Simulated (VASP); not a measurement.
Data:

```
Au
1.0
    0.00000     2.09205     2.09205
    2.09205     0.00000     2.09205
    2.09205     2.09205     0.00000
Au
1
Direct
  0.00000   0.00000   0.00000
```

Method: revPBE GGA, VASP's PBE PAW potentials (set 64) (plane waves; VASP). Numerical set-up: 520 eV cut-off, Gaussian smearing of 0.050 eV, potentials Au.

**Question.** Give the energies of bands 1 to 7 at the high-symmetry points, in eV from the Fermi level.

**Answer.** 
```json
[
 {"band": "1", "Γ": "-9.14", "X": "-6.47", "U": "-5.93", "L": "-6.72", "W": "-5.47"},
 {"band": "2", "Γ": "-4.37", "X": "-6.19", "U": "-5.36", "L": "-4.40", "W": "-4.76"},
 {"band": "3", "Γ": "-4.37", "X": "-2.03", "U": "-3.58", "L": "-4.40", "W": "-4.76"},
 {"band": "4", "Γ": "-4.37", "X": "-1.71", "U": "-2.78", "L": "-1.99", "W": "-3.16"},
 {"band": "5", "Γ": "-3.04", "X": "-1.71", "U": "-2.10", "L": "-1.99", "W": "-1.71"},
 {"band": "6", "Γ": "-3.04", "X": "1.20", "U": "3.59", "L": "-0.65", "W": "4.33"},
 {"band": "7", "Γ": "14.54", "X": "5.19", "U": "4.47", "L": "2.67", "W": "6.05"}
]
```

It has no gap at this level: it comes out as a metal or semimetal.

The compound is Au in the fcc structure. It was relaxed first, which changed the volume by +8 %.
